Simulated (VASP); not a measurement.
Consider the following.

```
CELL_PARAMETERS angstrom
      4.47623     0.00000     0.00000
     -2.23812     3.87653     0.00000
      0.00000     0.00000     2.63958
ATOMIC_POSITIONS crystal
  Pd 0.00000 0.00000 0.00000
  Pd 0.33333 0.66667 0.50000
  Pd 0.66667 0.33333 0.50000
```

The numbers are results of r2SCAN meta-GGA, VASP's PBE PAW potentials (set 64) (plane waves; VASP 6.6.1), not measurements. Numerical set-up: 400 eV cut-off, 9×9×13 Γ-centred mesh, tetrahedra with Blöchl corrections, potentials Pd.

The cores are frozen, which limits the accuracy of field gradients.

Q: Give the principal components of the electric field gradient (V/Å²) and the asymmetry η at each nucleus.

A: 
| atom | Vxx | Vyy | Vzz | η |
|---|---|---|---|---|
| Pd1 | 1.7 | 1.7 | -3.5 | 0.00 |
| Pd2 | -19.2 | -19.2 | 38.3 | 0.00 |
| Pd3 | -19.2 | -19.2 | 38.3 | 0.00 |

The structure was generated: Pd was put into the omega type (P6/mmm), which need not be its known phase. It was relaxed first.
